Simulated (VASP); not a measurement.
A VASP calculation is set up with these files.

POSCAR:
```
RbCl
1
    0.0000000000     2.9417243432     2.9417243432
    2.9417243432     0.0000000000     2.9417243432
    2.9417243432     2.9417243432     0.0000000000
Rb Cl
1 1
Direct
  0.0000000000   0.0000000000   0.0000000000
  0.5000000000   0.5000000000   0.5000000000
```

INCAR:
```
SYSTEM  =  RbCl
PREC  =  Accurate; ENCUT  =  500; LREAL  =  .FALSE.
LASPH  =  .TRUE.
EDIFF  =  1E-6; NELM  =  100; ALGO  =  Normal
LMAXMIX  =  4
ISMEAR  =  0; SIGMA  =  0.05
IBRION  =  2; NSW  =  40; ISIF  =  3
EDIFFG  =  -0.02; PSTRESS  =  200
LWAVE  =  .FALSE.; LCHARG  =  .FALSE.
```

KPOINTS:
```
K-points
0
G
8 8 8
```

POTCAR, in this order: Rb_sv Cl (LDA.64 set). Program: vasp_std.

### Question
Write an equivalent input for Ansatz.

### Answer
One equivalent input (not run):
Ansatz 0.2 input:
```yaml
crystal:
  lattice:
    - [0.0000000, 2.9417243, 2.9417243]
    - [2.9417243, 0.0000000, 2.9417243]
    - [2.9417243, 2.9417243, 0.0000000]
  atoms:
    - { symbol: Rb, position: [0.0000000, 0.0000000, 0.0000000] }
    - { symbol: Cl, position: [0.5000000, 0.5000000, 0.5000000] }
kpoints:
  mp_grid: { grid: [8, 8, 8] }
hamiltonian:
  xc: lda
  pseudopotentials: { kind: paw }
scf:
  occupations: { method: gaussian, width: 0.05 }
  max_iter: 100
relax:
  max_steps: 40
  f_tol: 0.02
  cell: { p_target: 20 }
output: { forces: true, stress: true, eigenvalues: true }
```
The two are equivalent in intent, not identical: each code has its own PAW files, so the cut-off isn't converted (ENCUT is set for VASP's; basis.ecutwfc is left out, and Ansatz then takes the one that its files recommend); Ansatz stops its SCF on the density residual and VASP on the energy change (EDIFF); Ansatz's lda is the Perdew-Wang form, while the LDA potentials of VASP carry Perdew-Zunger's.

The compound is RbCl in the rock salt structure. This run relaxes it under an external pressure of 20 GPa. Symmetry was kept, so distortions that lower it aren't found.
